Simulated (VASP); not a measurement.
Given:

```yaml
crystal:
  lattice:
    - [4.48941, 0.00000, 0.00000]
    - [-2.24471, 3.88794, 0.00000]
    - [0.00000, 0.00000, 17.74221]
  atoms:
    - { symbol: Pb, position: [0.00000, 0.00000, 0.50000] }
    - { symbol: I, position: [0.33333, 0.66667, 0.60546] }
    - { symbol: I, position: [0.66667, 0.33333, 0.39454] }
```

Level of theory: PBEsol GGA, VASP's PBE PAW potentials (set 64) (plane waves; VASP). Settings: 300 eV cut-off, 7×7×1 Γ-centred mesh, first-order Methfessel-Paxton smearing of 0.20 eV, potentials Pb_d I.

The cell holds a wide vacuum, so values per volume refer to the whole cell.

Task: Estimate the energy per atom (σ→0).

Result: 
- energy per atom (σ→0) = -3100 meV/atom

Only differences to runs with the same potentials and settings are physical.

The cell is a sheet with vacuum, built from a generated structure.
